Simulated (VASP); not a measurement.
Runs of VASP 6.6.1 on Co. The cell holds a sheet with vacuum, 1 atom: a = 2.347 Å, b = 2.347 Å, c = 23.800 Å, α = 90.00°, β = 90.00°, γ = 120.00°. The cell was built by a generator and needn't be a form met in nature.

| level | potentials or basis | gap on the mesh (eV) | moment (μB) |
| --- | --- | --- | --- |
| LDA | VASP PAW LDA potentials, release 64 (Co) | none | (a) |
| PW91 | VASP PAW PBE potentials, release 64 (Co) | none | 1.70 |
| vdW-DF-cx | VASP PAW PBE potentials, release 64 (Co) | none | 1.72 |
| BLYP | VASP PAW PBE potentials, release 64 (Co) | none | 1.71 |
| RPBE | VASP PAW PBE potentials, release 64 (Co) | none | 1.74 |
| revPBE | VASP PAW PBE potentials, release 64 (Co) | none | 1.74 |
| PBEsol | VASP PAW PBE potentials, release 64 (Co) | none | 1.73 |
| optB88-vdW | VASP PAW PBE potentials, release 64 (Co) | none | 1.70 |
| rev-vdW-DF2 | VASP PAW PBE potentials, release 64 (Co) | none | 1.71 |

Alike in all rows: task relaxation of the atoms; spin collinear, ferromagnetic start; cell atoms relaxed; k mesh 10 × 10 × 1; cutoff (eV) 520; smearing fermi-dirac 0.05 eV.

Problem. Estimate the missing entries.

Solution. (a) 1.68.

Caveats: the relaxation stopped at its first step, so nothing moved.

A gap of «none» marks a metal or a gap under the smearing width.

Runs at the PBE level aren't shown here.
